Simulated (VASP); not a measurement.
Crystal: Zn15CuO16 (a cell with a defect).

```
CELL_PARAMETERS angstrom
6.49880 0.00000 0.00000
-3.24940 5.62813 0.00000
0.00000 0.00000 10.40760
ATOMIC_POSITIONS crystal
Cu 0.16667 0.33333 0.00000
Zn 0.16667 0.33333 0.50000
Zn 0.16667 0.83333 0.00000
Zn 0.16667 0.83333 0.50000
Zn 0.66667 0.33333 0.00000
Zn 0.66667 0.33333 0.50000
Zn 0.66667 0.83333 0.00000
Zn 0.66667 0.83333 0.50000
Zn 0.33333 0.16667 0.25000
Zn 0.33333 0.16667 0.75000
Zn 0.33333 0.66667 0.25000
Zn 0.33333 0.66667 0.75000
Zn 0.83333 0.16667 0.25000
Zn 0.83333 0.16667 0.75000
Zn 0.83333 0.66667 0.25000
Zn 0.83333 0.66667 0.75000
O 0.16667 0.33333 0.19105
O 0.16667 0.33333 0.69105
O 0.16667 0.83333 0.19105
O 0.16667 0.83333 0.69105
O 0.66667 0.33333 0.19105
O 0.66667 0.33333 0.69105
O 0.66667 0.83333 0.19105
O 0.66667 0.83333 0.69105
O 0.33333 0.16667 0.44105
O 0.33333 0.16667 0.94105
O 0.33333 0.66667 0.44105
O 0.33333 0.66667 0.94105
O 0.83333 0.16667 0.44105
O 0.83333 0.16667 0.94105
O 0.83333 0.66667 0.44105
O 0.83333 0.66667 0.94105
```

Base run:

- Program: VASP 6.6.1
- Functional: PBEsol
- Potentials or basis: VASP PAW PBE potentials, release 64 (Cu, Zn, O)
- Cutoff: 450 eV
- k mesh: 3 × 3 × 2
- Occupations: gaussian, width 0.03 eV
- Spin: collinear spin, ferromagnetic start
- Hubbard terms: Cu d U = 5 eV

Its results: band gap on the k mesh 0.65 eV, direct; net moment 1.00 μB per cell; site moments Cu +0.72; Zn -0.00, +0.00, +0.01; O +0.02, +0.00, +0.03, +0.07, +0.08 μB; largest force 0.551 eV/Å.

The run is repeated on the same cell with these changes: further incar settings from LREAL = Auto; ALGO = All; EDIFF = 1e-05; NBANDS = 170; ISYM = 0 to LREAL = Auto; ALGO = Normal; EDIFF = 1e-05; NBANDS = 170. What comes out?

Band gap on the k mesh none (metal or under the smearing width); net moment -1.00 μB per cell; site moments Cu -0.53; Zn -0.00, -0.01; O -0.04, -0.00, -0.11, +0.00, -0.01 μB; largest force 0.198 eV/Å.

Caveats: some runs use coarse meshes; the PAW data sets were made with another functional, which shifts forces and pressure a little.

A k mesh can miss the band edges.
